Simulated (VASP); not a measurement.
# OH on Ni(111): which site?, part 6 of 8

Which site of Ni(111) does OH prefer, and what does it do to the work function?

VASP 6.6.1, plane waves and PAW; the level of theory is named at each step.

Still holding for the runs below: The magnetic state follows from one typed start and may not be the lowest.

So far. Step 6 (The free molecule): Energy at zero smearing: -7.72756 eV. Step 7 (Relaxing the adsorbate, site ontop): The run ended after 20 ionic steps, 0.058 eV below its first step, once the forces on the free atoms met EDIFFG = -0.03.

## (8) Potential and states with the adsorbate, site ontop

Level of this step: PBE, spin-polarised from a ferromagnetic start; plane waves and PAW (Ni, O, H) (VASP).

A static run like the clean slab's shows how the vacuum level shifts, by charge transfer, by any dipole of the adsorbate and by the slab's own rearrangement.

The input, INCAR:

```
SYSTEM = Ni12HO
PREC = Normal
ENCUT = 440
EDIFF = 1E-06
NELM = 120
ISMEAR = 1
SIGMA = 0.15
LREAL = Auto
ALGO = Fast
GGA = PE
NBANDS = 92
ISPIN = 2
MAGMOM = 1 1 1 1 1 1 1 1 1 1 1 1 0 0
LASPH = .TRUE.
LMAXMIX = 4
LORBIT = 11
LWAVE = .FALSE.
LCHARG = .FALSE.
KPAR = 4
IDIPOL = 3
LDIPOL = .TRUE.
DIPOL = 0.5 0.5 0.531
LVHAR = .TRUE.
LVACPOTAV = .TRUE.
NEDOS = 1500
```

The input, POSCAR:

```
Ni12HO
1.0
    4.9754855063      0.0000000000      0.0000000000
    2.4877427531      4.3088968446      0.0000000000
    0.0000000000      0.0000000000     19.0624669043
Ni O H
12 1 1
Selective dynamics
Direct
    0.1666666700      0.1666666700      0.3934433100  F F F
    0.6666666700      0.1666666700      0.3934433100  F F F
    0.1666666700      0.6666666700      0.3934433100  F F F
    0.6666666700      0.6666666700      0.3934433100  F F F
    0.8345971949      0.3308056001      0.4987568555  T T T
    0.3333333300      0.3333333300      0.4973569716  T T T
    0.8345971949      0.8345971949      0.4987568555  T T T
    0.3308056001      0.8345971949      0.4987568555  T T T
    0.0000000000      0.0000000000      0.6067828837  T T T
    0.5000196368      0.9999607263      0.6017855945  T T T
    0.9999607263      0.5000196368      0.6017855945  T T T
    0.5000196368      0.5000196368      0.6017855945  T T T
    0.0000000000      0.0000000000      0.7017460142  T T T
    0.0000000000      0.0000000000      0.7523481916  T T T
```

The input, KPOINTS:

```
Automatic mesh
0
Gamma
6 6 1
0 0 0
```

PAW data sets: Ni, O and H (PBE family, release 64).

Command:

```bash
$ mpirun -np 4 vasp_std
```

What it wrote:

```text
[... set-up lines as in an earlier step ...]
 entering main loop
       N       E                     dE             d eps       ncg     rms          rms(c)
DAV:   1     0.942652060943E+03    0.94265E+03   -0.50009E+04  2576   0.130E+03
DAV:   2     0.333839934803E+02   -0.90927E+03   -0.85034E+03  2584   0.314E+02
DAV:   3    -0.774968562298E+02   -0.11088E+03   -0.99264E+02  2992   0.134E+02
DAV:   4    -0.843175790479E+02   -0.68207E+01   -0.67367E+01  2848   0.332E+01
DAV:   5    -0.844334706778E+02   -0.11589E+00   -0.11586E+00  2900   0.393E+00    0.353E+01
RMM:   6    -0.883081665890E+02   -0.38747E+01   -0.12788E+02  2913   0.672E+01    0.500E+01
RMM:   7    -0.858723671793E+02    0.24358E+01   -0.33561E+01  2875   0.330E+01    0.514E+01
RMM:   8    -0.828481078837E+02    0.30243E+01   -0.97747E+00  2890   0.171E+01    0.475E+01
RMM:   9    -0.813664226291E+02    0.14817E+01   -0.11076E+01  2925   0.180E+01    0.451E+01
RMM:  10    -0.749472596208E+02    0.64192E+01   -0.91639E+00  3042   0.166E+01    0.515E+01
RMM:  11    -0.683630085632E+02    0.65843E+01   -0.37851E+00  2829   0.104E+01    0.156E+01
RMM:  12    -0.696841468571E+02   -0.13211E+01   -0.24187E+00  2875   0.802E+00    0.251E+01
RMM:  13    -0.686873219471E+02    0.99682E+00   -0.21258E+00  2843   0.834E+00    0.165E+01
RMM:  14    -0.683470532214E+02    0.34027E+00   -0.92572E-01  2776   0.517E+00    0.124E+01
RMM:  15    -0.684863327234E+02   -0.13928E+00   -0.55067E-01  2881   0.412E+00    0.681E+00
RMM:  16    -0.689424703803E+02   -0.45614E+00   -0.18621E-01  2926   0.178E+00    0.404E+00
RMM:  17    -0.697293789442E+02   -0.78691E+00   -0.36795E-01  3086   0.202E+00    0.616E+00
RMM:  18    -0.699156968055E+02   -0.18632E+00   -0.15478E-01  3037   0.124E+00    0.436E+00
RMM:  19    -0.700628813597E+02   -0.14718E+00   -0.49302E-02  3036   0.824E-01    0.310E+00
RMM:  20    -0.701672572340E+02   -0.10438E+00   -0.22562E-02  3050   0.472E-01    0.259E+00
RMM:  21    -0.702988739049E+02   -0.13162E+00   -0.55607E-02  3218   0.752E-01    0.889E-01
RMM:  22    -0.703828957090E+02   -0.84022E-01   -0.34671E-02  3170   0.482E-01    0.119E+00
RMM:  23    -0.703857655630E+02   -0.28699E-02   -0.35316E-03  3011   0.279E-01    0.544E-01
RMM:  24    -0.703845673952E+02    0.11982E-02   -0.18447E-03  3072   0.142E-01    0.388E-01
RMM:  25    -0.703868607563E+02   -0.22934E-02   -0.66444E-04  3094   0.932E-02    0.317E-01
RMM:  26    -0.703911165928E+02   -0.42558E-02   -0.64371E-04  3130   0.824E-02    0.158E-01
RMM:  27    -0.703948731376E+02   -0.37565E-02   -0.30904E-04  3129   0.549E-02    0.165E-01
RMM:  28    -0.703981592753E+02   -0.32861E-02   -0.17233E-04  3122   0.468E-02    0.107E-01
RMM:  29    -0.704005905366E+02   -0.24313E-02   -0.11653E-04  3135   0.345E-02    0.107E-01
RMM:  30    -0.704034418652E+02   -0.28513E-02   -0.15134E-04  3210   0.379E-02    0.981E-02
RMM:  31    -0.704045847257E+02   -0.11429E-02   -0.43313E-05  3124   0.201E-02    0.811E-02
RMM:  32    -0.704054196842E+02   -0.83496E-03   -0.30284E-05  3124   0.155E-02    0.492E-02
RMM:  33    -0.704060463721E+02   -0.62669E-03   -0.33075E-05  3125   0.131E-02    0.320E-02
RMM:  34    -0.704062274699E+02   -0.18110E-03   -0.96441E-06  2777   0.836E-03    0.289E-02
RMM:  35    -0.704063526526E+02   -0.12518E-03   -0.53231E-06  2533   0.629E-03    0.143E-02
RMM:  36    -0.704064696242E+02   -0.11697E-03   -0.58787E-06  2527   0.587E-03    0.799E-03
RMM:  37    -0.704065200878E+02   -0.50464E-04   -0.16344E-06  2262   0.335E-03    0.907E-03
RMM:  38    -0.704065547467E+02   -0.34659E-04   -0.84907E-07  2172   0.210E-03    0.559E-03
RMM:  39    -0.704065769346E+02   -0.22188E-04   -0.70756E-07  2149   0.179E-03    0.335E-03
RMM:  40    -0.704065858529E+02   -0.89182E-05   -0.24560E-07  1878   0.115E-03    0.257E-03
RMM:  41    -0.704065905002E+02   -0.46474E-05   -0.14000E-07  1772   0.950E-04    0.148E-03
RMM:  42    -0.704065919866E+02   -0.14863E-05   -0.30154E-08  1239   0.646E-04    0.110E-03
RMM:  43    -0.704065929009E+02   -0.91432E-06   -0.24487E-08  1129   0.625E-04
 [... a notice as in an earlier step ...]

   1 F= -.70406593E+02 E0= -.70412187E+02  d E =0.167823E-01  mag=     9.6290
```

Run time: 4.5 min. Hardware: 4 MPI ranks of Intel Xeon Platinum 8488C (Sapphire Rapids), shared host; peak memory 2.1 GiB; 18 min of CPU time.

Parts of OUTCAR (step 8):

```text
   NELECT =     127.0000    total number of electrons

 dipolmoment           0.000000      0.000000     -0.096494 electrons x Angstroem

 E-fermi :   0.0377

 spin component 1
 k-point     1 :       0.0000    0.0000    0.0000
  band No.  band energies     occupation
    ...
     63      -0.4676      1.00001
     64      -0.4552      1.00002
     65      -0.4416      1.00003
     66      -0.4392      1.00003
     67      -0.4392      1.00003
     68       0.7792     -0.00000
     69       1.0397     -0.00000
     70       1.0397     -0.00000
     71       1.2007     -0.00000
     72       2.2303     -0.00000
    ...

 k-point     2 :       0.1667   -0.0000    0.0000
  band No.  band energies     occupation
    ...
     63      -0.6160      1.00000
     64      -0.5921      1.00000
     65      -0.5733      1.00000
     66      -0.5488      1.00000
     67      -0.1300      1.03342
     68       0.0627      0.36083
     69       0.9409     -0.00000
     70       1.0982     -0.00000
     71       1.1175     -0.00000
     72       1.5949     -0.00000
    ...

  Total       -3.7589291     -3.7589291     -0.5929441      0.0000000     -0.0000000      0.0000000
  in kB      -14.7364898    -14.7364898     -2.3245756      0.0000000     -0.0000000      0.0000000
  external PRESSURE =     -10.5991850 kB  Pullay stress =       0.0000000 kB

 POSITION                                       TOTAL-FORCE (eV/Angst)
 -----------------------------------------------------------------------------------
      1.24387      0.71815      7.50000        -0.041468     -0.023942     -0.017447
      3.73161      0.71815      7.50000         0.041468     -0.023942     -0.017447
      2.48774      2.87260      7.50000        -0.000000      0.047883     -0.017447
      4.97549      2.87260      7.50000        -0.000000     -0.000000      0.061402
      4.97549      1.42541      9.50754        -0.000000      0.012599     -0.002788
      2.48774      1.43630      9.48085        -0.000000     -0.000000      0.001192
      6.22879      3.59619      9.50754        -0.010911     -0.006299     -0.002788
      3.72218      3.59619      9.50754         0.010911     -0.006299     -0.002788
      0.00000      0.00000     11.56678        -0.000000     -0.000000      0.015805
      4.97549      4.30873     11.47152         0.000000     -0.006789     -0.012669
      6.21921      2.15453     11.47152        -0.005879      0.003394     -0.012669
      3.73176      2.15453     11.47152         0.005879      0.003394     -0.012669
      0.00000      0.00000     13.37701        -0.000000     -0.000000     -0.003525
      0.00000      0.00000     14.34161        -0.000000     -0.000000      0.023835
 -----------------------------------------------------------------------------------
    total drift:                                0.000004      0.000002     -0.045624

  FREE ENERGIE OF THE ION-ELECTRON SYSTEM (eV)
  ---------------------------------------------------
  free  energy   TOTEN  =       -70.4065929009 eV

  energy  without entropy=      -70.4233751786  energy(sigma->0) =      -70.41218699

 vacuum level on the upper side and lower side of the slab         4.236         5.047

 magnetization (x)
# of ion       s       p       d       tot
------------------------------------------
    1        0.002  -0.017   0.790   0.775
    2        0.002  -0.017   0.790   0.775
    3        0.002  -0.017   0.790   0.775
    4       -0.000  -0.016   0.761   0.744
    5       -0.004  -0.021   0.837   0.811
    6       -0.005  -0.022   0.821   0.795
    7       -0.004  -0.021   0.837   0.811
    8       -0.004  -0.021   0.837   0.811
    9       -0.006  -0.013   0.838   0.819
   10        0.002  -0.018   0.829   0.813
   11        0.002  -0.018   0.829   0.813
   12        0.002  -0.018   0.829   0.813
   13        0.008   0.094   0.000   0.102
   14        0.008   0.001   0.000   0.009
--------------------------------------------------
tot          0.003  -0.125   9.788   9.666

[... 8 parts as in an earlier step ...]

[... 14 further parts left out ...]
```

Numbers from this step:

```
electronic cycles                          : 43
dipole moment                              : 0, 0, -0.09649 e·Å
vacuum levels                              : 4.236, 5.047 eV
work functions of the upper and lower face : 4.198, 5.009 eV
```

Zero at the Fermi level. Planar average of the electrostatic potential against height:

```
height (Å)  planar average of the electrostatic potential (eV)
         0                                                4.20
         1                                                5.02
         2                                                5.02
         3                                                5.02
         4                                                5.01
         5                                                4.95
         6                                                4.07
         7                                               -8.19
         8                                               -8.33
         9                                               -8.57
        10                                               -8.60
        11                                               -8.56
        12                                               -8.40
        13                                                2.75
        14                                                4.15
        15                                                4.10
        16                                                4.20
        17                                                4.20
        18                                                4.20
```

Density of states in the PAW spheres, an atom over height of the layer and energy from the Fermi level.

Values in states/eV, 22 rows by 6 columns, each cell a mean:
```
0.90 0.98 1.00 1.01 0.18 0.02
1.77 1.82 1.82 1.76 0.32 0.02
1.66 1.25 1.53 2.02 0.61 0.02
3.37 2.74 3.64 3.14 0.78 0.03
3.05 2.48 3.05 1.98 0.54 0.02
3.50 2.34 3.45 2.00 0.26 0.01
2.50 1.86 2.19 1.68 0.21 0.01
2.52 2.49 2.35 1.99 0.39 0.01
1.50 1.84 1.45 1.60 0.55 0.01
1.28 1.90 1.35 2.10 1.34 0.03
0.94 1.45 1.00 2.16 1.15 0.02
0.82 1.73 0.96 1.32 0.23 0.01
0.49 1.18 0.56 0.65 0.06 0.01
0.33 0.65 0.36 0.36 0.04 0.01
0.14 0.19 0.15 0.15 0.02 0.00
0.17 0.19 0.18 0.16 0.04 0.01
0.14 0.18 0.15 0.14 0.04 0.01
0.04 0.07 0.04 0.04 0.02 0.01
0.08 0.17 0.08 0.06 0.08 0.03
0.03 0.05 0.02 0.08 0.24 0.08
0.05 0.08 0.03 0.54 1.42 0.51
0.03 0.08 0.05 0.38 0.79 0.29
```
Columns: height of the layer (Å) from 7.5 to 14.3 (not evenly spaced); rows upwards: energy from the Fermi level (eV) from -7.9 to 0.5.

Force by atom:

```
atom  x (eV/Å)  y (eV/Å)  z (eV/Å)    size
 Ni1   -0.0415   -0.0239   -0.0174  0.0510
 Ni2    0.0415   -0.0239   -0.0174  0.0510
 Ni3    0.0000    0.0479   -0.0174  0.0510
 Ni4    0.0000    0.0000    0.0614  0.0614
 Ni5    0.0000    0.0126   -0.0028  0.0129
 Ni6    0.0000    0.0000    0.0012  0.0012
 Ni7   -0.0109   -0.0063   -0.0028  0.0129
 Ni8    0.0109   -0.0063   -0.0028  0.0129
 Ni9    0.0000    0.0000    0.0158  0.0158
Ni10    0.0000   -0.0068   -0.0127  0.0144
Ni11   -0.0059    0.0034   -0.0127  0.0144
Ni12    0.0059    0.0034   -0.0127  0.0144
 O13    0.0000    0.0000   -0.0035  0.0035
 H14    0.0000    0.0000    0.0238  0.0238
```

The map of layer states is cut here 0.5 eV above the Fermi level, so it leaves out the states above that.

At the end the adsorbate's closest contact with the slab is O-Ni at 1.81 Å, nearly straight above the slab's atom, and its lowest atom lies 1.81 Å above the highest atom of the slab.

The vacuum level lies 4.20 eV above the Fermi level at the upper face; the two faces differ by 0.81 eV, the step that the slab's dipole of -0.096 e·Å makes.

VASP counts the dipole in electrons times Å, so a positive number points the physical dipole along −c.

The program found no field-free point at its default tolerance, but its printed level agrees with the flat part of the planar average.

On this mesh the fine structure of the density of states is sampling noise, and high empty states may be cut by the number of bands.

## (9) Relaxing the adsorbate, site bridge

INCAR, as its differences from that of step 8:

```diff
@@ -3,3 +3,3 @@
 ENCUT = 440
-EDIFF = 1E-06
+EDIFF = 1E-05
 NELM = 120
@@ -19,7 +19,10 @@
 KPAR = 4
+IBRION = 2
+NSW = 50
+ISIF = 2
+EDIFFG = -0.03
+POTIM = 0.4
+MAXMIX = 40
 IDIPOL = 3
 LDIPOL = .TRUE.
-DIPOL = 0.5 0.5 0.531
-LVHAR = .TRUE.
-LVACPOTAV = .TRUE.
-NEDOS = 1500
+DIPOL = 0.5 0.5 0.527
```

The input, POSCAR:

```
Ni12HO
1.0
    4.9754855063      0.0000000000      0.0000000000
    2.4877427531      4.3088968446      0.0000000000
    0.0000000000      0.0000000000     19.0624669043
Ni O H
12 1 1
Selective dynamics
Direct
    0.1666666700      0.1666666700      0.3934433100  F F F
    0.6666666700      0.1666666700      0.3934433100  F F F
    0.1666666700      0.6666666700      0.3934433100  F F F
    0.6666666700      0.6666666700      0.3934433100  F F F
    0.8333333300      0.3333333300      0.4982770300  T T T
    0.3333333300      0.3333333300      0.4982770300  T T T
    0.8333333300      0.8333333300      0.4982770300  T T T
    0.3333333300      0.8333333300      0.4982770300  T T T
    0.0000000000      0.0000000000      0.6028587200  T T T
    0.5000000000      0.0000000000      0.6028587200  T T T
    0.0000000000      0.5000000000      0.6028587200  T T T
    0.5000000000      0.5000000000      0.6028587200  T T T
    0.2500000000      0.0000000000      0.6763014700  T T T
    0.2500000000      0.0000000000      0.7277114000  T T T
```

KPOINTS is that of step 8.

Command:

```bash
$ mpirun -np 4 vasp_std
```

What it wrote:

```text
[... set-up lines as in an earlier step ...]
 entering main loop
       N       E                     dE             d eps       ncg     rms          rms(c)
DAV:   1     0.948540641921E+03    0.94854E+03   -0.49970E+04  4792   0.130E+03
DAV:   2     0.335208572576E+02   -0.91502E+03   -0.85471E+03  4792   0.315E+02
DAV:   3    -0.778406247460E+02   -0.11136E+03   -0.10127E+03  5640   0.136E+02
DAV:   4    -0.837706047325E+02   -0.59300E+01   -0.58442E+01  5320   0.320E+01
[...]
RMM:  40    -0.710271037223E+02   -0.27207E-04   -0.11470E-06  1949   0.244E-03    0.425E-03
RMM:  41    -0.710271141076E+02   -0.10385E-04   -0.50012E-07  1797   0.217E-03    0.399E-03
RMM:  42    -0.710271218773E+02   -0.77697E-05   -0.37662E-07  1763   0.206E-03
   1 F= -.71027122E+02 E0= -.71029091E+02  d E =-.710271E+02  mag=     8.9165
[... from here on, the cycles between the ionic steps are left out ...]
   2 F= -.70977239E+02 E0= -.70979772E+02  d E =0.498832E-01  mag=     9.0975
   3 F= -.71063233E+02 E0= -.71065420E+02  d E =-.361108E-01  mag=     8.9906
   5 F= -.71099267E+02 E0= -.71101570E+02  d E =-.360342E-01  mag=     9.0528
   7 F= -.71109367E+02 E0= -.71111624E+02  d E =-.100998E-01  mag=     9.0677
   9 F= -.71112661E+02 E0= -.71114908E+02  d E =-.253326E-02  mag=     9.0626
  11 F= -.71117666E+02 E0= -.71119769E+02  d E =-.753849E-02  mag=     9.0474
  13 F= -.71120703E+02 E0= -.71122721E+02  d E =-.303704E-02  mag=     9.0505
  15 F= -.71124341E+02 E0= -.71126127E+02  d E =-.147850E-02  mag=     9.0573
  17 F= -.71125523E+02 E0= -.71127195E+02  d E =-.740710E-03  mag=     9.0635
  19 F= -.71130115E+02 E0= -.71131481E+02  d E =-.533220E-02  mag=     9.1058
  21 F= -.71131317E+02 E0= -.71132451E+02  d E =-.653421E-02  mag=     9.1356
  23 F= -.71136105E+02 E0= -.71137020E+02  d E =-.478878E-02  mag=     9.1548
  25 F= -.71141209E+02 E0= -.71141953E+02  d E =-.510340E-02  mag=     9.1533
  27 F= -.71164582E+02 E0= -.71164566E+02  d E =-.284765E-01  mag=     9.1412
  29 F= -.71146663E+02 E0= -.71144310E+02  d E =-.105575E-01  mag=     9.1162
[...]
hard stop encountered!  aborting job ...
[...]
|     The electronic self-consistency was not achieved in the given           |
[...]
soft stop encountered!  aborting job ...
  30 F= -.71171924E+02 E0= -.71170747E+02  d E =-.353117E-02  mag=     9.1060
 deleting file STOPCAR
```

Run time: 40 min. Hardware: 4 MPI ranks; peak memory 2.8 GiB.

Relaxation path (22 of 29):

```
step  energy less that of the first step (eV)  largest force (eV/Å)
   1                                   0.0000                1.5170
   2                                   0.0499                4.0547
   4                                  -0.0720                0.2600
   5                                  -0.0721                0.2442
   6                                  -0.0791                0.2375
   8                                  -0.0830                0.5929
   9                                  -0.0855                0.4696
  10                                  -0.0900                0.1716
  12                                  -0.0914                0.1827
  13                                  -0.0936                0.1640
  14                                  -0.0957                0.2068
  16                                  -0.0977                0.3714
  17                                  -0.0984                0.3622
  18                                  -0.1003                0.3316
  20                                  -0.1035                0.2724
  21                                  -0.1042                0.2738
  22                                  -0.1070                0.2812
  24                                  -0.1103                0.6947
  25                                  -0.1141                0.7141
  26                                  -0.1218                0.7395
  28                                  -0.1633                0.5024
  29                                  -0.1195                1.7922
```

The atoms that moved most (Å):

```
atom      dx      dy      dz  length
 O13   0.000   0.393   0.247   0.465
 H14   0.000   0.001   0.206   0.206
 Ni9  -0.013  -0.083   0.153   0.175
Ni10   0.013  -0.083   0.153   0.175
Ni12   0.000  -0.109  -0.037   0.115
 Ni7   0.000  -0.010   0.103   0.103
Ni11   0.000   0.011   0.051   0.052
 Ni6  -0.016  -0.003  -0.042   0.045
```

Final coordinates:

```xyz
14
Lattice="4.9755 0.0000 0.0000 2.4877 4.3089 0.0000 0.0000 0.0000 19.0625" Properties=species:S:1:pos:R:3
Ni    1.2439    0.7181    7.5000
Ni    3.7316    0.7181    7.5000
Ni    2.4877    2.8726    7.5000
Ni    4.9755    2.8726    7.5000
Ni    4.9916    1.4328    9.4569
Ni    2.4716    1.4328    9.4569
Ni    6.2194    3.5809    9.6012
Ni    3.7316    3.5758    9.5140
Ni   -0.0131   -0.0833   11.6448
Ni    2.5008   -0.0833   11.6448
Ni    1.2439    2.1653   11.5428
Ni    3.7316    2.0453   11.4548
O     1.2439    0.3932   13.1393
H     1.2439    0.0009   14.0782
```

The stop cut the electronic loop of the last step short, so that step is set aside; the step before it may be unsound too where the loop had begun to diverge.

The run met its time limit with a largest force of 1.79 eV/Å at its last finished step, so it is continued.

(Continued in part 7 of 8.)

[Lines on the potential files, build, host, timing and source positions are cut from VASP's logs without a mark.]

[Logs are printed without paths, hosts, clocks, repeated set-up lines and the standing remarks that a program may print on its own settings, such as how far it seeks lower states.]

[Hosts, paths, dates, database ids (printed as entryN), source tags and the programs' standing remarks are cut or masked in the printed files.]

[Runs that stopped without an error message from VASP are left out.]
